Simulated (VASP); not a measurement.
```yaml
crystal:
  lattice:
    - [4.72662, 0.00000, 0.00000]
    - [-2.36331, 4.09338, 0.00000]
    - [0.00000, 0.00000, 7.43628]
  atoms:
    - { symbol: Pb, position: [0.00000, 0.00000, 0.00000] }
    - { symbol: I, position: [0.66667, 0.33333, 0.74095] }
    - { symbol: I, position: [0.33333, 0.66667, 0.25905] }
```

Computed with PBEsol GGA, VASP's PBE PAW potentials (set 64) (plane waves; VASP). Run with 300 eV cut-off, 8×8×5 Γ-centred mesh, Fermi-Dirac smearing of 0.050 eV, potentials Pb_d I.

At this cut-off the stress carries a Pulay error, which pulls relaxed volumes low.

Q: Predict the energy per atom (σ→0), pressure.

A: 
- energy per atom (σ→0) = -3.071 eV/atom
- pressure = -24.7 kbar

Total energies compare only between runs with the same potentials, cut-off and functional.

The structure comes from a computed database's PbI2 entry; how it stands against other phases isn't given here. The cell was not relaxed at this level.
